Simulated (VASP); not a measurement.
Output of a VASP run:

File OUTCAR:
```
 ion  position               nearest neighbor table
   1  0.667  0.333  0.499-   4 1.83   4 1.83   4 1.83   3 1.84   2 2.96   2 2.96   2 2.96   2 2.96
                             2 2.96   2 2.96
   2  0.333  0.667  0.999-   3 1.83   3 1.83   3 1.83   4 1.84   1 2.96   1 2.96   1 2.96   1 2.96
                             1 2.96   1 2.96
   3  0.667  0.333  0.883-   2 1.83   2 1.83   2 1.83   1 1.84
   4  0.333  0.667  0.383-   1 1.83   1 1.83   1 1.83   2 1.84
  LATTYP: Found a hexagonal cell.
 ALAT       =     3.0162766832
 C/A-ratio  =     1.5884979437
 Subroutine PRICEL returns:
 Original cell was already a primitive cell.
 Subroutine GETGRP returns: Found 12 space group operations
The static configuration has the point symmetry C_3v.
 The point group associated with its full space group is C_6v.
The dynamic configuration has the point symmetry C_3v.
 Subroutine INISYM returns: Found 12 space group operations
 Subroutine IBZKPT returns following result:
 Found     30 irreducible k-points:

 Following reciprocal coordinates:
            Coordinates               Weight
  0.000000  0.000000  0.000000      1.000000
  0.125000 -0.000000  0.000000      6.000000
  0.250000 -0.000000  0.000000      6.000000
  0.375000  0.000000  0.000000      6.000000
  0.500000 -0.000000  0.000000      3.000000
  0.125000  0.125000  0.000000      6.000000
  0.250000  0.125000  0.000000     12.000000
  0.375000  0.125000  0.000000     12.000000
  0.250000  0.250000  0.000000      6.000000
  0.375000  0.250000  0.000000      6.000000
  0.000000  0.000000  0.200000      2.000000
  0.125000 -0.000000  0.200000     12.000000
  0.250000 -0.000000  0.200000     12.000000
  0.375000  0.000000  0.200000     12.000000
  0.500000 -0.000000  0.200000      6.000000
  0.125000  0.125000  0.200000     12.000000
  0.250000  0.125000  0.200000     24.000000
  0.375000  0.125000  0.200000     24.000000
  0.250000  0.250000  0.200000     12.000000
  0.375000  0.250000  0.200000     12.000000
  0.000000  0.000000  0.400000      2.000000
  0.125000 -0.000000  0.400000     12.000000
  0.250000 -0.000000  0.400000     12.000000
  0.375000  0.000000  0.400000     12.000000
  0.500000 -0.000000  0.400000      6.000000
  0.125000  0.125000  0.400000     12.000000
  0.250000  0.125000  0.400000     24.000000
  0.375000  0.125000  0.400000     24.000000
  0.250000  0.250000  0.400000     12.000000
  0.375000  0.250000  0.400000     12.000000
   k-points           NKPTS =     30   k-points in BZ     NKDIM =     30   number of bands    NBANDS=     12
   number of dos      NEDOS =    301   number of ions     NIONS =      4
   total plane-waves  NPLWV =  23040
   dimension x,y,z NGX =    24 NGY =   24 NGZ =   40
   dimension x,y,z NGXF=    48 NGYF=   48 NGZF=   80
   ions per type =               2   2
   PREC   = accura    normal or accurate (medium, high low for compatibility)
   ISTART =      0    job   : 0-new  1-cont  2-samecut
   ICHARG =      2    charge: 1-file 2-atom 10-const
   ISPIN  =      1    spin polarized calculation?
   LNONCOLLINEAR =      F non collinear calculations
   LSORBIT =      F    spin-orbit coupling
   INIWAV =      1    electr: 0-lowe 1-rand  2-diag
   ENCUT  =  620.0 eV  45.57 Ry    6.75 a.u.   6.12  6.12  9.73*2*pi/ulx,y,z
   NELM   =    100;   NELMIN=  2; NELMDL= -5     # of ELM steps
   EDIFF  = 0.1E-05   stopping-criterion for ELM
   LREAL  =      F    real-space projection
   NLSPLINE    = F    spline interpolate recip. space projectors
   LMAXMIX     =    2 max onsite mixed and CHGCAR
   VOSKOWN=      0    Vosko Wilk Nusair interpolation
   EDIFFG = -.2E-01   stopping-criterion for IOM
   NSW    =     40    number of steps for IOM
   NBLOCK =      1;   KBLOCK =     40    inner block; outer block
   IBRION =      2    ionic relax: 0-MD 1-quasi-New 2-CG
   NFREE  =      1    steps in history (QN), initial steepest desc. (CG)
   ISIF   =      3    stress and relaxation
   ISYM   =      2    0-nonsym 1-usesym 2-fastsym
   TEIN   =    0.0    initial temperature
...
```

**OSZICAR**
```
...
DAV:   2    -0.320076881080E+02    0.30267E+00   -0.93372E-01   784   0.812E+00    0.104E+00
DAV:   3    -0.319985573007E+02    0.91308E-02   -0.47190E-02   852   0.188E+00    0.368E-01
DAV:   4    -0.319962235665E+02    0.23337E-02   -0.16786E-03   816   0.364E-01    0.207E-01
DAV:   5    -0.319955018406E+02    0.72173E-03   -0.42402E-04   784   0.175E-01    0.794E-02
DAV:   6    -0.319954946671E+02    0.71735E-05   -0.65401E-05   868   0.656E-02    0.137E-02
DAV:   7    -0.319954932548E+02    0.14123E-05   -0.28743E-06   684   0.153E-02    0.945E-03
DAV:   8    -0.319954931581E+02    0.96695E-07   -0.44369E-07   404   0.569E-03
   2 F= -.25513176E+02 E0= -.25513176E+02  d E =0.703512E-01
       N       E                     dE             d eps       ncg     rms          rms(c)
DAV:   1    -0.325903178329E+02   -0.59482E+00   -0.27607E+00   788   0.176E+01    0.238E+00
DAV:   2    -0.324706496182E+02    0.11967E+00   -0.39966E-01   784   0.533E+00    0.589E-01
DAV:   3    -0.324678293840E+02    0.28202E-02   -0.16546E-02   856   0.109E+00    0.233E-01
DAV:   4    -0.324668361187E+02    0.99327E-03   -0.72000E-04   816   0.234E-01    0.117E-01
DAV:   5    -0.324665815454E+02    0.25457E-03   -0.16020E-04   788   0.105E-01    0.450E-02
DAV:   6    -0.324665788811E+02    0.26643E-05   -0.23268E-05   892   0.382E-02    0.174E-02
DAV:   7    -0.324665783141E+02    0.56704E-06   -0.12075E-06   400   0.965E-03
   3 F= -.25622421E+02 E0= -.25622421E+02  d E =-.388938E-01
       N       E                     dE             d eps       ncg     rms          rms(c)
DAV:   1    -0.324621627650E+02    0.44161E-02   -0.41251E-04   796   0.216E-01    0.276E-02
DAV:   2    -0.324621460963E+02    0.16669E-04   -0.55372E-05   784   0.623E-02    0.646E-03
DAV:   3    -0.324621457133E+02    0.38304E-06   -0.22852E-06   776   0.129E-02
   4 F= -.25622431E+02 E0= -.25622431E+02  d E =-.389035E-01
       N       E                     dE             d eps       ncg     rms          rms(c)
DAV:   1    -0.324615937595E+02    0.55234E-03   -0.14272E-02   720   0.115E+00    0.601E-02
DAV:   2    -0.324615134319E+02    0.80328E-04   -0.12433E-04   896   0.108E-01    0.335E-02
DAV:   3    -0.324614723680E+02    0.41064E-04   -0.63463E-05   876   0.697E-02    0.245E-03
DAV:   4    -0.324614725936E+02   -0.22565E-06   -0.31023E-06   636   0.162E-02
   5 F= -.25622676E+02 E0= -.25622676E+02  d E =-.245601E-03
       N       E                     dE             d eps       ncg     rms          rms(c)
DAV:   1    -0.324605109794E+02    0.96139E-03   -0.29282E-02   720   0.165E+00    0.859E-02
DAV:   2    -0.324603461831E+02    0.16480E-03   -0.25570E-04   900   0.155E-01    0.479E-02
DAV:   3    -0.324602618490E+02    0.84334E-04   -0.12996E-04   880   0.996E-02    0.334E-03
DAV:   4    -0.324602623155E+02   -0.46647E-06   -0.63661E-06   780   0.232E-02
   6 F= -.25622808E+02 E0= -.25622808E+02  d E =-.377546E-03
       N       E                     dE             d eps       ncg     rms          rms(c)
DAV:   1    -0.324612110053E+02   -0.94916E-03   -0.26322E-02   720   0.151E+00    0.257E-02
DAV:   2    -0.324612263892E+02   -0.15384E-04   -0.34466E-04   844   0.165E-01    0.170E-02
DAV:   3    -0.324612157167E+02    0.10672E-04   -0.13272E-05   852   0.412E-02    0.611E-03
DAV:   4    -0.324612152162E+02    0.50055E-06   -0.69788E-06   688   0.228E-02
   7 F= -.25622858E+02 E0= -.25622858E+02  d E =-.498664E-04
```

File OUTCAR:
```
------------------------ aborting loop because EDIFF is reached ----------------------------------------
  FORCE on cell =-STRESS in cart. coord.  units (eV):
  Direction    XX          YY          ZZ          XY          YZ          ZX
  --------------------------------------------------------------------------------------
  Total        6.8524128      6.8524127      6.7839120      0.0000000     -0.0000000      0.0000000
  in kB      300.6166325    300.6166294    297.6114894      0.0000000     -0.0000000      0.0000000
  external PRESSURE =      -0.3850829 kB  Pullay stress =     300.0000000 kB
  volume of cell :       36.52
      direct lattice vectors                 reciprocal lattice vectors
     1.494031857 -2.587739072  0.000000000     0.334664885 -0.193218863 -0.000000000
     1.494031857  2.587739072 -0.000000000     0.334664885  0.193218863 -0.000000000
     0.000000000 -0.000000000  4.723139340     0.000000000  0.000000000  0.211723586
  FREE ENERGIE OF THE ION-ELECTRON SYSTEM (eV)
  ---------------------------------------------------
  free  energy   TOTEN  =       -32.4612152162 eV

  energy  without entropy=      -32.4612152162  energy(sigma->0) =      -32.46121522
  enthalpy is  TOTEN    =       -25.6228582510 eV   P V=        6.8383569652

 reached required accuracy - stopping structural energy minimisation
```
(Selected blocks of OUTCAR.)

File POSCAR:
```
AlN
1
    1.5081383451    -2.6121722305     0.0000000000
    1.5081383451     2.6121722305     0.0000000000
    0.0000000000     0.0000000000     4.7913493089
Al N
2 2
Direct
  0.6666670000   0.3333330000   0.4988967585
  0.3333330000   0.6666670000   0.9988967585
  0.6666670000   0.3333330000   0.8831032415
  0.3333330000   0.6666670000   0.3831032415
```

### Question
Reconstruct the remaining input files.

### Answer
One answer among several that fit: the input of the run itself, LDA (Ceperley-Alder, Perdew-Zunger), plane waves, VASP's LDA PAW potentials (set 64).

**KPOINTS**
```
Automatic mesh
0
Gamma
8 8 5
0 0 0
```

**INCAR**
```
SYSTEM = AlN
PREC = Accurate
ENCUT = 620
EDIFF = 1E-6
NELM = 100
ALGO = Normal
LREAL = .FALSE.
LASPH = .TRUE.
ISMEAR = 0
SIGMA = 0.05
LWAVE = .FALSE.
LCHARG = .FALSE.
IBRION = 2
ISIF = 3
NSW = 40
EDIFFG = -0.02
PSTRESS = 300
```

POTCAR, in this order: Al N (LDA.64 set). Program: vasp_std.

Energy and stress use the plane-wave basis of the starting cell.

The compound is AlN in the wurtzite structure. This run relaxes it under an external pressure of 30 GPa. Symmetry was kept, so distortions that lower it aren't found.
